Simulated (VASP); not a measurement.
VASP runs on Sr (space group Fm-3m) share one base input (PBE GGA, plane waves, VASP's PBE PAW potentials (set 64)) and change the settings named in each case.

File KPOINTS:
```
Automatic mesh
0
Gamma
8 8 8
0 0 0
```

INCAR:
```
SYSTEM = Sr
PREC = Accurate
ENCUT = 300
EDIFF = 1E-6
NELM = 100
ALGO = Normal
LREAL = .FALSE.
LASPH = .TRUE.
ISMEAR = 0
SIGMA = 0.136
GGA = PE
LMAXMIX = 4
LWAVE = .FALSE.
LCHARG = .FALSE.
ISIF = 2
```

### POSCAR
```
Sr
1
    0.0000000000     2.9691680000     2.9691680000
    2.9691680000     0.0000000000     2.9691680000
    2.9691680000     2.9691680000     0.0000000000
Sr
1
Direct
  0.0000000000   0.0000000000   0.0000000000
```

POTCAR, in this order: Sr_sv (PBE.64 set). Program: vasp_std.

```json
[
 {"change": "base run", "E(σ→0) (eV/atom)": "-1.6399", "pressure (GPa)": "0.48", "−TS (eV)": "-0.0072"},
 {"change": "GGA = PS", "E(σ→0) (eV/atom)": "-1.8476", "pressure (GPa)": "…", "−TS (eV)": "…"},
 {"change": "GGA_COMPAT = .FALSE., LNONCOLLINEAR = .TRUE., LSORBIT = .TRUE., MAGMOM = 0.0 0.0 0.0, program vasp_ncl", "E(σ→0) (eV/atom)": "-1.7273", "pressure (GPa)": "0.47", "−TS (eV)": "-0.0072"},
 {"change": "KPOINTS 4×4×4 Γ-centred mesh", "E(σ→0) (eV/atom)": "-1.6711", "pressure (GPa)": "0.61", "−TS (eV)": "-0.0128"}
]
```

Task: What belongs in the gaps?

Result: 
- GGA = PS, pressure (GPa): -0.17
- GGA = PS, −TS (eV): -0.0070

Energies of different potentials or functionals have different zeros.  At 300 eV the pressure can carry a Pulay error.

Left out are runs that ran out of time, are held back, or changed the cell or the kind of run, fixed moments of cells without a moment, rows past the twelfth, gaps on odd meshes, pressures of charged cells and columns that move by less than the noise.

The structure is a typed Sr crystal. The cell was not relaxed at this level, its lattice was scaled by up to 2.5 %.
